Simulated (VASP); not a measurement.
Consider the following.

```xyz
2
Lattice="0.0000 3.0368 3.0368 3.0368 0.0000 3.0368 3.0368 3.0368 0.0000" Properties=species:S:1:pos:R:3 pbc="T T T"
W      0.0000     0.0000     0.0000
Sb     1.5184     1.5184     1.5184
```

Level of theory: PBEsol GGA, VASP's PBE PAW potentials (set 64) (plane waves; VASP). Numerical set-up: 400 eV cut-off, Gaussian smearing of 0.050 eV, potentials W_sv Sb.

Q: Give the energies of bands 6 to 12 at the high-symmetry points, in eV from the Fermi level.

A: 
| band | Γ | X | U | L | W |
|---|---|---|---|---|---|
| 6 | -2.92 | -4.80 | -4.29 | -4.36 | -3.88 |
| 7 | -2.92 | -1.76 | -2.88 | -2.59 | -3.52 |
| 8 | -2.92 | -1.76 | -2.04 | -2.59 | -1.74 |
| 9 | -0.14 | -0.98 | -0.99 | 0.05 | -1.10 |
| 10 | -0.14 | -0.18 | 0.01 | 0.11 | -0.09 |
| 11 | 3.17 | 0.31 | 0.36 | 0.11 | 0.20 |
| 12 | 5.92 | 1.04 | 1.45 | 3.15 | 1.24 |

It has no gap at this level: it comes out as a metal or semimetal.

The structure was generated: WSb was put into the zinc blende type (F-43m), which need not be its known phase. It was relaxed first, which changed the volume by -33 %. The electron count is odd and the run is not spin-polarised, which forces a metal.
